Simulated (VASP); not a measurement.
Given:

```yaml
crystal:
  lattice:
    - [0.00000, 2.85398, 2.85398]
    - [2.85398, 0.00000, 2.85398]
    - [2.85398, 2.85398, 0.00000]
  atoms:
    - { symbol: Ge, position: [0.00000, 0.00000, 0.00000] }
    - { symbol: Ge, position: [0.25000, 0.25000, 0.25000] }
```

Level of theory: r2SCAN+rVV10, VASP's PBE PAW potentials (set 64) (plane waves; VASP 6.6.1). Numerical set-up: 520 eV cut-off, 8×8×8 Γ-centred mesh, Gaussian smearing of 0.050 eV, potentials Ge_d.

What does the run give for the energy per atom (σ→0), pressure, band gap (on the k-mesh) with the smallest direct gap where there is one?

The band gap (on the k-mesh) is 0.15 eV, the smallest direct gap (on the k-mesh) is 0.15 eV and the energy per atom (σ→0) is -13.449 eV/atom. The pressure is -2.00 GPa.

The compound is Ge in the diamond structure. This cell is one point of a volume scan, at 1.03 of the reference volume.
